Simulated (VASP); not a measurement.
Output of a VASP run:

OSZICAR:
```
       N       E                     dE             d eps       ncg     rms          rms(c)
DAV:   1     0.527258178287E+02    0.52726E+02   -0.56255E+03  2072   0.811E+02
DAV:   2    -0.209150116453E+02   -0.73641E+02   -0.66322E+02  2368   0.301E+02
DAV:   3    -0.238485090507E+02   -0.29335E+01   -0.28351E+01  2276   0.521E+01
DAV:   4    -0.238916748246E+02   -0.43166E-01   -0.42374E-01  2296   0.543E+00
DAV:   5    -0.238922243978E+02   -0.54957E-03   -0.54923E-03  2260   0.492E-01    0.256E+01
DAV:   6    -0.228048292061E+02    0.10874E+01   -0.11451E+00  2144   0.922E+00    0.120E+01
DAV:   7    -0.224777822297E+02    0.32705E+00   -0.86564E-01  2232   0.791E+00    0.556E-01
DAV:   8    -0.224728404811E+02    0.49417E-02   -0.76183E-03  2072   0.721E-01    0.405E-01
DAV:   9    -0.224700458635E+02    0.27946E-02   -0.23838E-03  2140   0.529E-01    0.583E-02
DAV:  10    -0.224700654312E+02   -0.19568E-04   -0.77033E-05  2268   0.842E-02    0.941E-03
DAV:  11    -0.224700469929E+02    0.18438E-04   -0.39292E-06  2092   0.214E-02    0.215E-03
DAV:  12    -0.224700463213E+02    0.67165E-06   -0.18474E-07  1100   0.395E-03
   1 F= -.22470046E+02 E0= -.22465492E+02  d E =-.910899E-02
```

OUTCAR:
```
------------------------ aborting loop because EDIFF is reached ----------------------------------------
  FORCE on cell =-STRESS in cart. coord.  units (eV):
  Direction    XX          YY          ZZ          XY          YZ          ZX
  --------------------------------------------------------------------------------------
  Total        1.5407133      1.5407129      1.1690304     -0.0000000      0.0000000     -0.0000000
  in kB       88.5304786     88.5304522     67.1733133     -0.0000000      0.0000000     -0.0000000
  external PRESSURE =      81.4114147 kB  Pullay stress =       0.0000000 kB
  volume of cell :       27.88
      direct lattice vectors                 reciprocal lattice vectors
     1.365000000 -2.364249000  0.000000000     0.366300366 -0.211483647  0.000000000
     1.365000000  2.364249000  0.000000000     0.366300366  0.211483647  0.000000000
     0.000000000  0.000000000  4.320000000     0.000000000  0.000000000  0.231481481
 POSITION                                       TOTAL-FORCE (eV/Angst)
 -----------------------------------------------------------------------------------
      1.36500      0.78808      1.08000        -0.000000      0.000000      0.000000
      1.36500     -0.78808      3.24000         0.000000     -0.000000      0.000000
 -----------------------------------------------------------------------------------
    total drift:                                0.000000      0.000021     -0.000020
  FREE ENERGIE OF THE ION-ELECTRON SYSTEM (eV)
  ---------------------------------------------------
  free  energy   TOTEN  =       -22.4700463213 eV

  energy  without entropy=      -22.4609373309  energy(sigma->0) =      -22.46549183
```
(Selected blocks of OUTCAR.)

### POSCAR
```
Os
1
    1.3650000000    -2.3642490000     0.0000000000
    1.3650000000     2.3642490000     0.0000000000
    0.0000000000     0.0000000000     4.3200000000
Os
2
Direct
  0.3333330000   0.6666670000   0.2500000000
  0.6666670000   0.3333330000   0.7500000000
```

Q: Write an INCAR and KPOINTS that could have produced this output.

A: Several could match; the one computed here: the input of the run itself, PBE GGA, plane waves, VASP's PBE PAW potentials (set 64).

**KPOINTS**
```
Automatic mesh
0
Gamma
13 13 7
0 0 0
```

### INCAR
```
SYSTEM = Os
GGA = PE
ALGO = Normal
LMAXMIX = 6
ENCUT = 300   # plane-wave cut-off (eV)
PREC = Accurate
LCHARG = .FALSE.
EDIFF = 1E-6   # SCF stop (eV)
LREAL = .FALSE.
SIGMA = 0.136
ISIF = 2   # forces and stress, cell fixed
ISMEAR = 0   # Gaussian
LASPH = .TRUE.
LWAVE = .FALSE.
NELM = 100   # most electronic steps
```

POTCAR, in this order: Os (PBE.64 set). Program: vasp_std.

At this cut-off the stress carries a Pulay error, which pulls relaxed volumes low.

The structure is a typed Os crystal (P6_3/mmc). The cell was not relaxed at this level.
